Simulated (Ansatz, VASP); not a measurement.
# Rh (Rh wire along [100], 12 atoms a period) in two plane-wave programs

One calculation is typed for both programs; each brings its own data sets. How far apart do they land? Of the first pair: The structure shown is the start of the Ansatz relaxation below; VASP solves that cell, so the two are compared at the walk's first step.

Calculated with Ansatz 0.2.0; plane waves, with VASP 6.6.1 beside it; PBE.

## (1) Set-up

The cell holds 12 atoms: 12 Rh. Cell: a = 12.545 Å, b = 12.545 Å, c = 3.830 Å, α = 90.0°, β = 90.0°, γ = 90.0°. Vacuum lies along a and b. The structure's axis is c.

## (2) Ansatz: relaxation, PBE

Ansatz runs on its PAW soft_1 files.

The two programs are compared at the cell with which this relaxation starts, whose forces are those of its first step.

File input.yaml:

```yaml
crystal:
  lattice:
    - [12.545, 0.0, 0.0]
    - [0.0, 12.545, 0.0]
    - [0.0, 0.0, 3.83]
  atoms:
    - { symbol: Rh, position: [0.271024312, 0.576325229, 0.0] }
    - { symbol: Rh, position: [0.423674771, 0.423674771, 0.0] }
    - { symbol: Rh, position: [0.423674771, 0.728975688, 0.0] }
    - { symbol: Rh, position: [0.576325229, 0.271024312, 0.0] }
    - { symbol: Rh, position: [0.576325229, 0.576325229, 0.0] }
    - { symbol: Rh, position: [0.728975688, 0.423674771, 0.0] }
    - { symbol: Rh, position: [0.271024312, 0.423674771, 0.5] }
    - { symbol: Rh, position: [0.423674771, 0.271024312, 0.5] }
    - { symbol: Rh, position: [0.423674771, 0.576325229, 0.5] }
    - { symbol: Rh, position: [0.576325229, 0.423674771, 0.5] }
    - { symbol: Rh, position: [0.576325229, 0.728975688, 0.5] }
    - { symbol: Rh, position: [0.728975688, 0.576325229, 0.5] }
kpoints:
  mp_grid: { grid: [1, 1, 21] }
scf:
  occupations: { method: fermi_dirac, width: 0.05 }
hamiltonian:
  xc: pbe
  pseudopotentials: { kind: paw, azcp: { folder: soft_1 } }
relax:
  cell: { fix: [a, b, alpha, beta, gamma] }
  max_steps: 45
  f_tol: 0.03
```

Launch:

```bash
$ ansatz run input.yaml --threads 4 --pin off --max-ram 16384MiB --backend cpu --events-out ev --progress --plain --runs-dir out
```

Numbers of over 12 decimals in the logs are rounded to 6 here.

What it wrote:

```text
Engine: ansatz 0.2.0, aarch64-unknown-linux-gnu
Pseudopotentials: kind: paw
Pseudopotential: Rh, paw, valence charge 17, recommended cutoff 420 eV (normal), soft_1/Rh.paw.azcp
Functional definition: PBE
  parameter kappa = 0.804
  parameter beta = 0.066725
  exchange = pbe_x(kappa = kappa, mu = beta*pi^2/3)
  correlation = pbe_c(beta = beta)
Crystal: 12 atoms, lattice volume = 602.754 Å³
Basis set: ecut = 420 eV, 11853 PW (Γ), exchange–correlation on 180×180×54 points (8 copies of the dense FFT grid, shifted against one another)
Bands: 123, of which v1, the nominal top of the filled ones, is band 102 counted from 1 (101 counted from 0)
Symmetry: 16 space group operations
Space group: P42/mcm (ITA 132), of the structure as read, at distance tolerance 8.4e-5 Å
k-points: 11 of 21
Non-local potential: Rh, projectors of the file, l = 0: 3, l = 1: 2, l = 2: 2, l = 3: 1
PAW form: soft (Blöchl's): semilocal exchange-correlation on the pseudo side does not see the compensation charge
PAW one-centre angular grid: Rh, 590 points (default); XC on 64 Gauss nodes
Initial density: superposition of atomic densities (neutral atoms: chi_scale 0, normalization atom)
Initial wavefunctions: pseudopotential atomic-orbital guess
Functional: x = pbe(κ = 0.804, μ = 0.219515), c = pbe(β = 0.066725)
SCF iter   1: F=—  HF=-76824.339319 eV  |F-HF|=—  |Δ(HF+E_count)|=         —  Δρ=4.39e-2  dr2=1.97e1  ethr=3.10e-3  ⟨swp⟩=7.5  Hψ=5289  notcnv=0  defer=9
preconditioner: auto → LDOS  [metal: Δε(μ)=0.010 eV  Ē_g=4.367 eV  σ=0.050 eV  W_gap=0.05  n_scr=126 (ndim 8)  ℏωp=15.7 eV  f_vac=0.572  D(μ)=35.35/eV (n_scr^D=330)  β→1.0]
SCF iter   2: F=—  HF=-76827.479057 eV  |F-HF|=—  |Δ(HF+E_count)|=    3.14e0  Δρ=5.81e-2  dr2=3.18e1  ethr=3.10e-3  ⟨swp⟩=3.5  Hψ=3667  notcnv=0  defer=39
SCF iter   3: F=—  HF=-76819.273083 eV  |F-HF|=—  |Δ(HF+E_count)|=    8.21e0  Δρ=1.22e-2  dr2=1.07e0  ethr=3.10e-3  ⟨swp⟩=2.9  Hψ=2956  notcnv=0  defer=48
SCF iter   4: F=—  HF=-76819.020180 eV  |F-HF|=—  |Δ(HF+E_count)|=   2.53e-1  Δρ=2.21e-3  dr2=4.76e-2  ethr=5.26e-4  ⟨swp⟩=3.4  Hψ=3044  notcnv=0  defer=44
SCF iter   5: F=—  HF=-76819.013012 eV  |F-HF|=—  |Δ(HF+E_count)|=   7.17e-3  Δρ=9.93e-4  dr2=1.01e-2  ethr=2.33e-5  ⟨swp⟩=3.0  Hψ=2554  notcnv=0  defer=42
SCF iter   6: F=—  HF=-76819.012316 eV  |F-HF|=—  |Δ(HF+E_count)|=   6.96e-4  Δρ=3.45e-4  dr2=1.05e-3  ethr=4.93e-6  ⟨swp⟩=2.0  Hψ=1971  notcnv=0  defer=42
SCF iter   7: F=—  HF=-76819.012382 eV  |F-HF|=—  |Δ(HF+E_count)|=   6.68e-5  Δρ=1.30e-4  dr2=1.56e-4  ethr=5.14e-7  ⟨swp⟩=2.0  Hψ=1917  notcnv=0  defer=42
SCF iter   8: F=—  HF=-76819.012394 eV  |F-HF|=—  |Δ(HF+E_count)|=   1.19e-5  Δρ=5.81e-5  dr2=4.49e-5  ethr=7.65e-8  ⟨swp⟩=2.1  Hψ=1901  notcnv=0  defer=42
SCF iter   9: F=—  HF=-76819.012789 eV  |F-HF|=—  |Δ(HF+E_count)|=   3.95e-4  Δρ=2.73e-5  dr2=5.15e-6  ethr=2.20e-8  ⟨swp⟩=2.0  Hψ=1829  notcnv=0  defer=42
SCF iter  10: F=—  HF=-76819.012788 eV  |F-HF|=—  |Δ(HF+E_count)|=   8.12e-7  Δρ=3.59e-6  dr2=1.03e-7  ethr=2.52e-9  ⟨swp⟩=2.0  Hψ=1825  notcnv=0  defer=42
SCF iter  11: F=-76819.012788 eV  HF=-76819.012788 eV  |F-HF|=5.94e-9  |Δ(HF+E_count)|=   1.15e-7  Δρ=1.29e-6  dr2=5.85e-9  ethr=4.90e-11  ⟨swp⟩=4.7  Hψ=4336  notcnv=0
SCF 1 converged in 11 iterations: F = -76819.012788 eV  dr2 = 5.85e-9
  greatest PAW one-centre occupation: 1.000 electrons in one spin orbital (limit 2), on the Rh atom at site 4 (counted from 0), in its partial waves of l = 0
relax step   1: F+E_penalty+E_count = -76819.01278837 eV  Δ(F+E_penalty+E_count) = +0.000e0 eV  max|allowed force component| = 1.106e0 eV/Å  Δτ_max = 0.0000 Å  P = -4.460 GPa  Ω = 602.754 Å³  fix = [a, b, alpha, beta, gamma]  reactions: a -3.951, b -3.951 GPa  (11 SCF iters, dr2 threshold 1.00e-7 eV, accepted)
[...]
relax step   5: F+E_penalty+E_count = -76820.09469198 eV  Δ(F+E_penalty+E_count) = -7.587e-3 eV  max|allowed force component| = 9.293e-3 eV/Å  Δτ_max = 0.0155 Å  P = +0.048 GPa  Ω = 571.196 Å³  energy of the carried Pulay correction = +5.118e-3 eV  fix = [a, b, alpha, beta, gamma]  reactions: a -0.016, b -0.016 GPa  (7 SCF iters, dr2 threshold 6.34e-7 eV, accepted)
[...]
relax step   6: F+E_penalty+E_count = -76820.09549419 eV  Δ(F+E_penalty+E_count) = -8.022e-4 eV  max|allowed force component| = 4.026e-3 eV/Å  Δτ_max = 0.0040 Å  P = -0.024 GPa  Ω = 573.211 Å³  energy of the carried Pulay correction = +4.783e-3 eV  fix = [a, b, alpha, beta, gamma]  reactions: a -0.030, b -0.030 GPa  (6 SCF iters, dr2 threshold 7.90e-8 eV, accepted)
[...]
relax step   7: F+E_penalty+E_count = -76820.08934223 eV  Δ(F+E_penalty+E_count) = +6.152e-3 eV  max|allowed force component| = 3.122e-3 eV/Å  Δτ_max = 0.0000 Å  P = -0.014 GPa  Ω = 573.211 Å³  fix = [a, b, alpha, beta, gamma]  reactions: a -0.019, b -0.019 GPa  stress off target by 4.26e-3 GPa on what of the cell is left free  SCF on the basis re-selected at this cell (its energy is not comparable with the rows above)  (8 SCF iters)
basis re-selected at this cell: Δ(F+E_penalty+E_count) = +6.152e-3 eV, ΔP = +0.010 GPa vs the last step (what re-selecting the basis moved, of the pressure what is left beyond the Pulay correction that the steps carried, after the strain that the cell walked since its last selection, with what the two solves' SCF thresholds leave and, on support functions, any second-order correction that the steps lacked; it is no measure of the basis error at this ecutwfc). The dense FFT grid was sized anew with the basis: this SCF ran on 90×90×25 points, the steps before it on 90×90×27, so part of this shift can come from that change (see relax.cell in the input reference). [rest of the remark cut]
SCF converged after 8 iterations
Free energy (F): -76820.089342 eV
Harris-Foulkes:  -76820.089342 eV  (|F-HF|=1.46e-11)
Internal energy: -76819.840675 eV  (E = F + TS)
E sigma→0 (E₀):  -76819.965008 eV
Entropy (-TS):   -0.248668 eV (-20.722 meV/atom)
Fermi energy:    3.266006 eV
--- Per-component energies (eV) ---
  E_band       = -4815.857890
  E_kinetic    = 6436.764650
  E_local      = -119346.215743  (includes V_loc(G=0)·N_el)
  E_nonlocal   = 3606.025929
  E_hartree    = 55489.769970
  E_xc         = -2401.818950
  E_vxc        = -3011.081560  (∫ρ·V_xc dr)
  E_paw        = -43249.702345  (= ΣΔE_a)
  E_vpaw       = -3480.891246  (= ΣTr[D̂ρ^β])
  E_aug_tail   = 0.000840  (compensation charges beyond the density's cutoff)
  E_ewald      = 22645.334973
  E_smearing   = -0.248668  (= −TS)
  E_closure    = -0.000000  (closes the sum)
  Σ components = -76820.089342   (vs F -76820.089342, Δ=0.00e0)
--- Forces (eV/Å), atoms counted from 1 ---
  atom   1  Rh     0.00312152    -0.00174178     0.00000000
  atom   2  Rh     0.00192070     0.00192070     0.00000000
  atom   3  Rh     0.00174178    -0.00312152     0.00000000
  atom   4  Rh    -0.00174178     0.00312152     0.00000000
  atom   5  Rh    -0.00192070    -0.00192070     0.00000000
  atom   6  Rh    -0.00312152     0.00174178     0.00000000
  atom   7  Rh     0.00312152     0.00174178     0.00000000
  atom   8  Rh     0.00174178     0.00312152     0.00000000
  atom   9  Rh     0.00192070    -0.00192070     0.00000000
  atom  10  Rh    -0.00192070     0.00192070     0.00000000
  atom  11  Rh    -0.00174178    -0.00312152     0.00000000
  atom  12  Rh    -0.00312152    -0.00174178     0.00000000
  max |Σ_I F_I| component: 4.34e-19 eV/Å
--- Stress (GPa, compression-positive) ---
       -0.019435       0.000000       0.000000
        0.000000      -0.019435       0.000000
        0.000000       0.000000      -0.004262
  P = ⅓ Tr σ = -0.0144 GPa (-0.144 kbar)
--- Relaxed structure (6 steps of the walk, 6 accepted, 1 SCFs on fresh bases) ---
  F+E_penalty+E_count = -76820.08934223 eV   max|allowed force component| = 3.122e-3 eV/Å   (the final SCF, on the basis selected at the relaxed cell)
  cell:  # Å, volume = 573.2110 Å³
    - [12.545, 0.0, 0.0]
    - [0.0, 12.545, 0.0]
    - [0.0, 0.0, 3.642279]
  atoms:
    - { symbol: Rh, position: [0.275315, 0.571974, 0.0] }
    - { symbol: Rh, position: [0.421546, 0.421546, 0.0] }
    - { symbol: Rh, position: [0.428026, 0.724685, 0.0] }
    - { symbol: Rh, position: [0.571974, 0.275315, 0.0] }
    - { symbol: Rh, position: [0.578454, 0.578454, 0.0] }
    - { symbol: Rh, position: [0.724685, 0.428026, 0.0] }
    - { symbol: Rh, position: [0.275315, 0.428026, 0.5] }
    - { symbol: Rh, position: [0.428026, 0.275315, 0.5] }
    - { symbol: Rh, position: [0.421546, 0.578454, 0.5] }
    - { symbol: Rh, position: [0.578454, 0.421546, 0.5] }
    - { symbol: Rh, position: [0.571974, 0.724685, 0.5] }
    - { symbol: Rh, position: [0.724685, 0.571974, 0.5] }
```

## (3) VASP: single point, PBE, start cell, pair 1

The same cell, functional, mesh and smearing now go to VASP, with its own data sets.

Lines of VASP's logs that name or quote its potential files are left out, and so is its time.

File INCAR:

```
SYSTEM = Rh
PREC = Accurate
ENCUT = 400
EDIFF = 1E-06
NELM = 120
ISMEAR = -1
SIGMA = 0.05
LREAL = .FALSE.
ALGO = Normal
GGA = PE
NBANDS = 111
LASPH = .TRUE.
LORBIT = 11
LWAVE = .FALSE.
LCHARG = .FALSE.
ISIF = 2
GGA_COMPAT = .FALSE.
KPAR = 2
```

File POSCAR:

```
Rh
1.0
   12.5450000000      0.0000000000      0.0000000000
    0.0000000000     12.5450000000      0.0000000000
    0.0000000000      0.0000000000      3.8300000000
Rh
12
Direct
    0.2710243125      0.5763252292      0.0000000000
    0.4236747708      0.4236747708      0.0000000000
    0.4236747708      0.7289756875      0.0000000000
    0.5763252292      0.2710243125      0.0000000000
    0.5763252292      0.5763252292      0.0000000000
    0.7289756875      0.4236747708      0.0000000000
    0.2710243125      0.4236747708      0.5000000000
    0.4236747708      0.2710243125      0.5000000000
    0.4236747708      0.5763252292      0.5000000000
    0.5763252292      0.4236747708      0.5000000000
    0.5763252292      0.7289756875      0.5000000000
    0.7289756875      0.5763252292      0.5000000000
```

File KPOINTS:

```
Automatic mesh
0
Gamma
1 1 21
0 0 0
```

The projector-augmented-wave data sets are Rh_pv (PBE family, release 64).

Launch:

```bash
$ mpirun -np 2 vasp_std
```

What it wrote:

```text
[banner, memory and clock lines left out]
running    2 mpi-ranks, on    1 nodes
 distrk:  each k-point on    1 cores,    2 groups
 distr:  one band on    1 cores,    1 groups

 POSCAR found type information on POSCAR Rh
 POSCAR found :  1 types and      12 ions
 LDA part: xc-table for (Slater+PW92), standard interpolation
 POSCAR, INCAR and KPOINTS ok, starting setup
 FFT: planning ... GRIDC
 FFT: planning ... GRID_SOFT
 FFT: planning ... GRID
 WAVECAR not read
 entering main loop
       N       E                     dE             d eps       ncg     rms          rms(c)
DAV:   1     0.141709953325E+04    0.14171E+04   -0.10129E+05  3242   0.123E+03
DAV:   2    -0.259908074657E+02   -0.14431E+04   -0.13955E+04  2705   0.384E+02
DAV:   3    -0.750686248806E+02   -0.49078E+02   -0.44723E+02  2705   0.676E+01
DAV:   4    -0.763446014977E+02   -0.12760E+01   -0.12578E+01  2773   0.982E+00
DAV:   5    -0.763860031317E+02   -0.41402E-01   -0.41377E-01  2988   0.162E+00    0.231E+01
DAV:   6    -0.716076878858E+02    0.47783E+01   -0.14283E+01  2514   0.150E+01    0.892E+00
DAV:   7    -0.738713380198E+02   -0.22637E+01   -0.12005E+01  2591   0.144E+01    0.198E+01
DAV:   8    -0.710286345406E+02    0.28427E+01   -0.35409E+00  2669   0.950E+00    0.330E+00
DAV:   9    -0.709727348647E+02    0.55900E-01   -0.29389E-01  2659   0.210E+00    0.120E+00
DAV:  10    -0.709598255738E+02    0.12909E-01   -0.39770E-02  2594   0.101E+00    0.123E+00
DAV:  11    -0.709453363729E+02    0.14489E-01   -0.18731E-02  2674   0.743E-01    0.233E-01
DAV:  12    -0.709440946319E+02    0.12417E-02   -0.56273E-03  2634   0.258E-01    0.191E-01
DAV:  13    -0.709451797300E+02   -0.10851E-02   -0.22829E-03  2606   0.139E-01    0.144E-01
DAV:  14    -0.709476416774E+02   -0.24619E-02   -0.95095E-04  2560   0.128E-01    0.745E-02
DAV:  15    -0.709490852535E+02   -0.14436E-02   -0.21790E-04  2638   0.537E-02    0.204E-02
DAV:  16    -0.709498479807E+02   -0.76273E-03   -0.80311E-05  2507   0.230E-02    0.130E-02
DAV:  17    -0.709500458951E+02   -0.19791E-03   -0.25939E-05  2599   0.184E-02    0.876E-03
DAV:  18    -0.709501168646E+02   -0.70969E-04   -0.55808E-06  2059   0.607E-03    0.289E-03
DAV:  19    -0.709501461804E+02   -0.29316E-04   -0.26688E-06  1769   0.405E-03    0.126E-03
DAV:  20    -0.709501484360E+02   -0.22555E-05   -0.27256E-07  1518   0.124E-03    0.493E-04
DAV:  21    -0.709501487806E+02   -0.34463E-06   -0.78088E-08  1420   0.537E-04
   1 F= -.70950149E+02 E0= -.70794045E+02  d E =-.312208E+00
```

Parts of OUTCAR (step 3):

```text
ion  position               nearest neighbor table
   1  0.271  0.576  0.000-   3 2.71   9 2.71   9 2.71   2 2.71   7 2.71   7 2.71
   2  0.424  0.424  0.000-   7 2.71   8 2.71   7 2.71   8 2.71   1 2.71   4 2.71   9 2.71  10 2.71
                             9 2.71  10 2.71   5 2.71
   3  0.424  0.729  0.000-   1 2.71   9 2.71   9 2.71   5 2.71  11 2.71  11 2.71
   4  0.576  0.271  0.000-   6 2.71  10 2.71  10 2.71   2 2.71   8 2.71   8 2.71
   5  0.576  0.576  0.000-  11 2.71  12 2.71  11 2.71  12 2.71   3 2.71   6 2.71   9 2.71  10 2.71
                             9 2.71  10 2.71   2 2.71
   6  0.729  0.424  0.000-   4 2.71  10 2.71  10 2.71   5 2.71  12 2.71  12 2.71
   7  0.271  0.424  0.500-   8 2.71   2 2.71   2 2.71   9 2.71   1 2.71   1 2.71
   8  0.424  0.271  0.500-   7 2.71   2 2.71   2 2.71  10 2.71   4 2.71   4 2.71
   9  0.424  0.576  0.500-   1 2.71   3 2.71   1 2.71   3 2.71   7 2.71  11 2.71   2 2.71   2 2.71
                             5 2.71   5 2.71  10 2.71
  10  0.576  0.424  0.500-   4 2.71   6 2.71   4 2.71   6 2.71   8 2.71  12 2.71   2 2.71   5 2.71
                             5 2.71   2 2.71   9 2.71
  11  0.576  0.729  0.500-  12 2.71   5 2.71   5 2.71   9 2.71   3 2.71   3 2.71
  12  0.729  0.576  0.500-  11 2.71   5 2.71   5 2.71  10 2.71   6 2.71   6 2.71

  LATTYP: Found a simple tetragonal cell.
 ALAT       =    12.5450000000
 C/A-ratio  =     0.3053009167

 Subroutine GETGRP returns: Found 16 space group operations
 (whereof  8 operations were pure point group operations)

The static configuration has the point symmetry D_2h.
 The point group associated with its full space group is D_4h.

 Found     11 irreducible k-points:

   k-points           NKPTS =     11   k-points in BZ     NKDIM =     11   number of bands    NBANDS=    111

   dimension x,y,z NGX =    84 NGY =   84 NGZ =   28
   dimension x,y,z NGXF=   168 NGYF=  168 NGZF=   56

   ENCUT  =  400.0 eV  29.40 Ry    5.42 a.u.  20.46 20.46  6.25*2*pi/ulx,y,z

   NELECT =     180.0000    total number of electrons

 k-points in reciprocal lattice and weights: Automatic mesh
   0.00000000  0.00000000  0.00000000       0.048
   0.00000000  0.00000000  0.04761905       0.095
   0.00000000  0.00000000  0.09523810       0.095
   0.00000000  0.00000000  0.14285714       0.095
   0.00000000  0.00000000  0.19047619       0.095
   0.00000000  0.00000000  0.23809524       0.095
   0.00000000  0.00000000  0.28571429       0.095
   0.00000000  0.00000000  0.33333333       0.095
   0.00000000  0.00000000  0.38095238       0.095
   0.00000000  0.00000000  0.42857143       0.095
   0.00000000  0.00000000  0.47619048       0.095

 average (electrostatic) potential at core
       1 -81.7755       2 -82.6662       3 -81.7755       4 -81.7755       5 -82.6662
       6 -81.7755       7 -81.7755       8 -81.7755       9 -82.6662      10 -82.6662
      11 -81.7755      12 -81.7755

 E-fermi :  -0.0371

 k-point     1 :       0.0000    0.0000    0.0000
  band No.  band energies     occupation
    ...
     85      -0.2825      1.98533
     86      -0.2825      1.98533
     87      -0.1985      1.92383
     88      -0.1698      1.86867
     89      -0.1698      1.86867
     90       0.0552      0.27291
     91       0.0885      0.15016
     92       0.0885      0.15016
     93       0.1252      0.07493
     94       0.1252      0.07493
    ...

 k-point     2 :       0.0000    0.0000    0.0476
  band No.  band energies     occupation
    ...
     85      -0.2883      1.98693
     86      -0.2883      1.98693
     87      -0.1694      1.86767
     88      -0.1694      1.86767
     89      -0.1372      1.76230
     90       0.0561      0.26856
     91       0.0774      0.18395
     92       0.0774      0.18395
     93       0.1487      0.04756
     94       0.1487      0.04756
    ...

 k-point     3 :       0.0000    0.0000    0.0952
  band No.  band energies     occupation
    ...
     85      -0.3245      1.99365
     86      -0.3198      1.99302
     87      -0.1734      1.87728
     88      -0.1734      1.87728
     89      -0.0402      1.03103
     90       0.0602      0.24998
     91       0.0602      0.24998
     92       0.0659      0.22611
     93       0.1706      0.03096
     94       0.1706      0.03096
    ...

  Total      -16.3310477    -16.3310477    -22.0909785      0.0000000      0.0000000      0.0000000
  in kB      -43.4094742    -43.4094742    -58.7199165      0.0000000      0.0000000      0.0000000
  external PRESSURE =     -48.5129550 kB  Pullay stress =       0.0000000 kB

  energy-cutoff  :      400.00
  volume of cell :      602.75
      direct lattice vectors                 reciprocal lattice vectors
    12.545000000  0.000000000  0.000000000     0.079713033  0.000000000  0.000000000
     0.000000000 12.545000000  0.000000000     0.000000000  0.079713033  0.000000000
     0.000000000  0.000000000  3.830000000     0.000000000  0.000000000  0.261096606

 POSITION                                       TOTAL-FORCE (eV/Angst)
 -----------------------------------------------------------------------------------
      3.40000      7.23000      0.00000         1.103612     -0.900484     -0.000000
      5.31500      5.31500      0.00000        -0.334075     -0.334075     -0.000000
      5.31500      9.14500      0.00000         0.900484     -1.103612     -0.000000
      7.23000      3.40000      0.00000        -0.900484      1.103612     -0.000000
      7.23000      7.23000      0.00000         0.334075      0.334075      0.000000
      9.14500      5.31500      0.00000        -1.103612      0.900484      0.000000
      3.40000      5.31500      1.91500         1.103612      0.900484     -0.000000
      5.31500      3.40000      1.91500         0.900484      1.103612      0.000000
      5.31500      7.23000      1.91500        -0.334075      0.334075     -0.000000
      7.23000      5.31500      1.91500         0.334075     -0.334075     -0.000000
      7.23000      9.14500      1.91500        -0.900484     -1.103612     -0.000000
      9.14500      7.23000      1.91500        -1.103612     -0.900484     -0.000000
 -----------------------------------------------------------------------------------
    total drift:                                0.000000      0.000000     -0.000000

  FREE ENERGIE OF THE ION-ELECTRON SYSTEM (eV)
  ---------------------------------------------------
  free  energy   TOTEN  =       -70.9501487806 eV

  energy  without entropy=      -70.6379404542  energy(sigma->0) =      -70.79404462

 total charge
# of ion       s       p       d       tot
------------------------------------------
    1        0.335   6.118   7.142  13.595
    2        0.392   6.262   7.010  13.663
    3        0.335   6.118   7.142  13.595
    4        0.335   6.118   7.142  13.595
    5        0.392   6.262   7.010  13.663
    6        0.335   6.118   7.142  13.595
    7        0.335   6.118   7.142  13.595
    8        0.335   6.118   7.142  13.595
    9        0.392   6.262   7.010  13.663
   10        0.392   6.262   7.010  13.663
   11        0.335   6.118   7.142  13.595
   12        0.335   6.118   7.142  13.595
--------------------------------------------------
tot          4.249  73.989  85.176 163.413

[... 3 further parts left out ...]
```

[end of part 1 of 2]

[Lines on the potential files, build, host, timing and source positions are cut from VASP's logs without a mark.]

[Logs are printed without paths, hosts, clocks, repeated set-up lines and the standing remarks that a program may print on its own settings, such as how far it seeks lower states.]

[Hosts, paths, dates, database ids (printed as entryN), source tags and the programs' standing remarks are cut or masked in the printed files.]
